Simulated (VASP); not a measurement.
Here is a VASP 6.6.1 calculation.

Contents of INCAR:

```
SYSTEM = RbP3
PREC = Accurate
ENCUT = 520
EDIFF = 1E-6
ISMEAR = 0
SIGMA = 0.1
LREAL = .False.
LASPH = .True.
NELM = 60
ALGO = Normal
ISIF = 2
LWAVE = .False.
LCHARG = .False.
GGA = PE
NBANDS = 20
```

File KPOINTS:

```
regular mesh
0
Gamma
  4 4 4
  0 0 0
```

POSCAR

```
RbP3
1.0
    5.0763637800      0.0000000000      0.0000000000
    0.0000000000      5.0763637800      0.0000000000
    0.0000000000      0.0000000000      5.0763637800
Rb P
1 3
Direct
    0.0000000000      0.0000000000      0.0000000000
    0.0000000000      0.5000000000      0.5000000000
    0.5000000000      0.5000000000      0.0000000000
    0.5000000000      0.0000000000      0.5000000000
```

Potentials or basis: VASP PAW PBE potentials, release 64 (Rb_sv, P).

Launch:

```bash
$ cat potpaw_PBE.64/Rb_sv/POTCAR potpaw_PBE.64/P/POTCAR > POTCAR
$ mpirun -np 1 vasp_std > vasp.out
```

**Question.** Predict the pressure.

**Answer.** -7.9 GPa.

**Question.** What does it give for the band gap on the k mesh?

**Answer.** None (metal or under the smearing width).
